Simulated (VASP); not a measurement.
Computed with LDA (Ceperley-Alder, Perdew-Zunger), VASP's LDA PAW potentials (set 64) (plane waves; VASP).

VASP input:

### POSCAR
```
Pt3Ti
1
    3.7673658292     0.0000000000     0.0000000000
    0.0000000000     3.7673658292     0.0000000000
    0.0000000000     0.0000000000     3.7673658292
Ti Pt
1 3
Direct
  0.0000000000   0.0000000000   0.0000000000
  0.0000000000   0.5000000000   0.5000000000
  0.5000000000   0.0000000000   0.5000000000
  0.5000000000   0.5000000000   0.0000000000
```

### INCAR
```
SYSTEM = Pt3Ti
PREC = Accurate
ENCUT = 500
EDIFF = 1E-6
NELM = 100
ALGO = Normal
LREAL = .FALSE.
LASPH = .TRUE.
ISMEAR = 1
SIGMA = 0.1
LMAXMIX = 6
LWAVE = .FALSE.
LCHARG = .FALSE.
IBRION = 2
ISIF = 3
NSW = 40
EDIFFG = -0.02
PSTRESS = 450
```

KPOINTS:
```
Automatic mesh
0
Gamma
8 8 8
0 0 0
```

POTCAR, in this order: Ti_sv Pt (LDA.64 set). Program: vasp_std.

Energy and stress use the plane-wave basis of the starting cell. Unless said otherwise, spin-orbit coupling is left out, though it shifts the bands of the heavy elements here.

Q: Predict the energy per atom (σ→0), volume per atom, band gap (on the k-mesh).

A: 
The energy per atom (σ→0) is -8.454 eV/atom. The band gap (on the k-mesh) is none (metal, semimetal or under 0.01 eV). The volume per atom is 12.94 Å³/atom.

**OSZICAR**
```
...
DAV:   1    -0.338159895249E+02    0.26789E-01   -0.38086E-02  1831   0.189E+00    0.333E-01
DAV:   2    -0.338146732225E+02    0.13163E-02   -0.41697E-03  1926   0.540E-01    0.137E-01
DAV:   3    -0.338146112860E+02    0.61936E-04   -0.19612E-03  2474   0.337E-01    0.757E-02
DAV:   4    -0.338145453723E+02    0.65914E-04   -0.60321E-04  2343   0.172E-01    0.382E-02
DAV:   5    -0.338145589670E+02   -0.13595E-04   -0.29667E-05  2367   0.350E-02    0.194E-02
DAV:   6    -0.338145677762E+02   -0.88091E-05   -0.30009E-05  2422   0.202E-02    0.844E-03
DAV:   7    -0.338145681262E+02   -0.35009E-06   -0.13733E-06  1208   0.701E-03
   4 F= -.19275348E+02 E0= -.19276123E+02  d E =-.836788E-01
```

The compound is Pt3Ti in the L1_2 structure. This run relaxes it under an external pressure of 45 GPa. Symmetry was kept, so distortions that lower it aren't found.
